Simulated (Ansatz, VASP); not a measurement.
**VB4Os in VASP and in Ansatz**

```
V B Os
1.0
     2.87749    0.00000    0.00000
    -1.43874    2.49198    0.00000
     0.00000    0.00000    7.45371
V B Os
1 4 1
Direct
  0.00000 0.00000 0.00000
  0.00000 0.00000 0.70948
  0.33333 0.66667 0.79692
  0.33333 0.66667 0.20308
  0.00000 0.00000 0.29052
  0.33333 0.66667 0.50000
```

The cell comes from a database or a generator and needn't be the stable form of this composition.

Alike in both runs: task single point; functional PBE; k mesh 9 × 9 × 3; occupations fermi-dirac, width 0.15 eV; collinear spin.

```csv
,VASP,Ansatz
version,VASP 6.6.1,Ansatz 0.2.0
potentials or method,"VASP PAW PBE potentials, release 64 (V_sv, B, Os)","plane waves, PAW"
plane-wave cutoff (eV),520,500
valence electrons in the cell,33,41
```

|  | VASP | Ansatz | Ansatz less VASP |
| --- | --- | --- | --- |
| pressure (GPa) | 0.0 | -0.6 | -0.59 |
| largest component of the traceless stress (GPa) | 0.80 | 0.54 | -0.266 |
| net moment per atom (μB) | 0.00 | 0.00 | 0.000 |

The two sets of potentials don't hold the same shells in valence. Ansatz warned: «seeded_moment_not_kept».

The runs have no spin-orbit coupling, so splittings on Os are missing.
